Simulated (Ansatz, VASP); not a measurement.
TiAl3Ni2 in VASP and in Ansatz

File INCAR:

```
SYSTEM = TiAl3Ni2
PREC = Accurate ; ENCUT = 520
EDIFF = 1E-6 ; ISMEAR = 0
SIGMA = 0.1 ; LREAL = .False.
LASPH = .True. ; NELM = 80
ALGO = Normal ; ISIF = 2
LWAVE = .False. ; LCHARG = .False.
GGA = PE ; NBANDS = 30
```

File KPOINTS:

```
regular mesh
0
Gamma
  6 6 4
  0 0 0
```

The input POSCAR:

```
TiAl3Ni2
1.0
    4.1826857000      0.0000000000      0.0000000000
   -2.0913429000      3.6223121000      0.0000000000
    0.0000000000      0.0000000000      5.4299758000
Ti Al Ni
1 3 2
Direct
    0.0000000000      0.0000000000      0.5000000000
    0.3333333000      0.6666667000      0.2537020000
    0.6666667000      0.3333333000      0.7462980000
    0.0000000000      0.0000000000      0.0000000000
    0.3333333000      0.6666667000      0.7532830000
    0.6666667000      0.3333333000      0.2467170000
```

Input for Ansatz:

```yaml
crystal:
  lattice:
    - [4.1826857, 0.0, 0.0]
    - [-2.0913429, 3.6223121, 0.0]
    - [0.0, 0.0, 5.4299758]
  atoms:
    - { symbol: Ti, position: [0.0, 0.0, 0.5] }
    - { symbol: Al, position: [0.3333333, 0.6666667, 0.253702] }
    - { symbol: Al, position: [0.6666667, 0.3333333, 0.746298] }
    - { symbol: Al, position: [0.0, 0.0, 0.0] }
    - { symbol: Ni, position: [0.3333333, 0.6666667, 0.753283] }
    - { symbol: Ni, position: [0.6666667, 0.3333333, 0.246717] }
basis:
  ecutwfc: 420
kpoints:
  mp_grid: { grid: [6, 6, 4] }
hamiltonian:
  xc: pbe
scf:
  occupations: { method: gaussian, width: 0.1 }
  lower_state_search: "off"
output:
  forces: true
  stress: true
  eigenvalues: true
```

Alike in both runs: task single point; functional PBE; k mesh 6 × 6 × 4; occupations gaussian, width 0.1 eV; no spin polarisation.

|  | VASP | Ansatz |
| --- | --- | --- |
| version | VASP 6.6.1 | Ansatz 0.2.0 |
| potentials or method | VASP PAW PBE potentials, release 64 (Ti_sv, Al, Ni) | scalar-relativistic, plane waves, PAW |
| plane-wave cutoff (eV) | 520 | 420 |
| valence electrons in the cell | 41 | 57 |

VASP gave:

| Quantity | Value |
| --- | --- |
| gap on the k mesh at the Fermi level (eV) | none |
| pressure (GPa) | 0.0 |
| largest component of the traceless stress (GPa) | 0.35 |
| rms of the force components (eV/Å) | 0.003 |

Task: What did Ansatz give for the same quantities?

Result: gap on the k mesh at the Fermi level (eV): none; pressure (GPa): 0.0; largest component of the traceless stress (GPa): 0.30; rms of the force components (eV/Å): 0.003.

Atom by atom the forces differ by 0.003 eV/Å (rms over components). A gap of «none» marks a metal or a gap that the smearing closes. With one functional, cell and mesh, what is left measures potentials, basis and numerics. The two sets of potentials don't hold the same shells in valence.

Spin polarisation is off, so any magnetic state and its effect on volume and gap are missing.
